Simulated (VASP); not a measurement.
Consider the following.

```
CELL_PARAMETERS angstrom
      1.57633    -2.73029     0.00000
      1.57633     2.73029     0.00000
      0.00000     0.00000    12.17910
ATOMIC_POSITIONS crystal
  Mo 0.33333 0.66667 0.25000
  Mo 0.66667 0.33333 0.75000
  S  0.33333 0.66667 0.87835
  S  0.66667 0.33333 0.37835
  S  0.66667 0.33333 0.12165
  S  0.33333 0.66667 0.62165
```

The numbers are results of PBE GGA with D4 dispersion, VASP's PBE PAW potentials (set 64) (plane waves; VASP), not measurements. Numerical set-up: 520 eV cut-off, Gaussian smearing of 0.050 eV, potentials Mo_sv S.

Q: What does the run give for the band gap (along the path) with the smallest direct gap where there is one?

A: 
```json
{
 "band gap (along the path)": "0.84 eV",
 "smallest direct gap (along the path)": "1.70 eV"
}
```

The compound is MoS2 in the 2H layered structure. It was relaxed first.
